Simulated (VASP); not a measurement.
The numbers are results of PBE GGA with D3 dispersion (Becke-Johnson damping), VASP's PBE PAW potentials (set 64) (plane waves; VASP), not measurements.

Input for VASP

File POSCAR:
```
BP
4.4133130
  0.0000000000   0.5000000384   0.5000000384
  0.5000000384   0.0000000000   0.5000000384
  0.5000000384   0.5000000384   0.0000000000
B P
1 1
Direct
  0.0000000000   0.0000000000   0.0000000000
  0.2500000000   0.2500000000   0.2500000000
```

**INCAR**
```
GGA = PE   # PBE
SIGMA = 0.05   # width (eV)
IVDW = 12
LWAVE = .FALSE.
EDIFF = 1E-7   # SCF stop (eV)
LREAL = .FALSE.
ENCUT = 520   # plane-wave cut-off (eV)
SYSTEM = BP
ISMEAR = 0
PREC = Accurate
NELM = 100   # most electronic steps
LASPH = .TRUE.
ISIF = 2   # forces and stress, cell fixed
ALGO = Normal   # blocked Davidson
LCHARG = .FALSE.
```

**KPOINTS**
```
Automatic mesh
0
Gamma
10 10 10
0 0 0
```

POTCAR, in this order: B P (PBE.64 set). Program: vasp_std.

What VASP printed:

File OSZICAR:
```
       N       E                     dE             d eps       ncg     rms          rms(c)
DAV:   1     0.123808278649E+02    0.12381E+02   -0.41821E+03   752   0.904E+02
DAV:   2    -0.134631311326E+02   -0.25844E+02   -0.24144E+02  1168   0.115E+02
DAV:   3    -0.137289275366E+02   -0.26580E+00   -0.26580E+00   880   0.155E+01
DAV:   4    -0.137294514801E+02   -0.52394E-03   -0.52394E-03  1224   0.701E-01
DAV:   5    -0.137294516988E+02   -0.21862E-06   -0.21858E-06   928   0.107E-02    0.813E+00
DAV:   6    -0.129584272146E+02    0.77102E+00   -0.19329E+00   856   0.798E+00    0.441E+00
DAV:   7    -0.128390279894E+02    0.11940E+00   -0.36075E-01  1152   0.369E+00    0.141E+00
DAV:   8    -0.128301391028E+02    0.88889E-02   -0.30761E-02   784   0.125E+00    0.250E-01
DAV:   9    -0.128304412760E+02   -0.30217E-03   -0.47635E-04  1112   0.212E-01    0.151E-01
DAV:  10    -0.128306228313E+02   -0.18156E-03   -0.25869E-04   856   0.130E-01    0.260E-02
DAV:  11    -0.128306331537E+02   -0.10322E-04   -0.12477E-05  1064   0.314E-02    0.358E-02
DAV:  12    -0.128306338661E+02   -0.71237E-06   -0.28279E-06   856   0.115E-02    0.867E-03
DAV:  13    -0.128306337971E+02    0.69000E-07   -0.68139E-08   648   0.216E-03
   1 F= -.13533922E+02 E0= -.13533922E+02  d E =-.949234E-17
```

File OUTCAR:
```
------------------------ aborting loop because EDIFF is reached ----------------------------------------
 Edisp (eV)   -0.70329
  FORCE on cell =-STRESS in cart. coord.  units (eV):
  Direction    XX          YY          ZZ          XY          YZ          ZX
  --------------------------------------------------------------------------------------
  Total       1.58720     1.58720     1.58720     0.00000    -0.00000     0.00000
  in kB     118.33370   118.33370   118.33370     0.00000    -0.00000     0.00000
  external pressure =      118.33 kB  Pullay stress =        0.00 kB
  volume of cell :       21.49
      direct lattice vectors                 reciprocal lattice vectors
     0.000000000  2.206656670  2.206656670    -0.226587129  0.226587129  0.226587129
     2.206656670  0.000000000  2.206656670     0.226587129 -0.226587129  0.226587129
     2.206656670  2.206656670  0.000000000     0.226587129  0.226587129 -0.226587129
  FREE ENERGIE OF THE ION-ELECTRON SYSTEM (eV)
  ---------------------------------------------------
  free  energy   TOTEN  =       -13.5339222182 eV

  energy  without entropy=      -13.5339222182  energy(sigma->0) =      -13.53392222
```
(Selected blocks of OUTCAR.)

The compound is BP in the zinc blende structure. This cell is one point of a volume scan, at 0.94 of the reference volume.
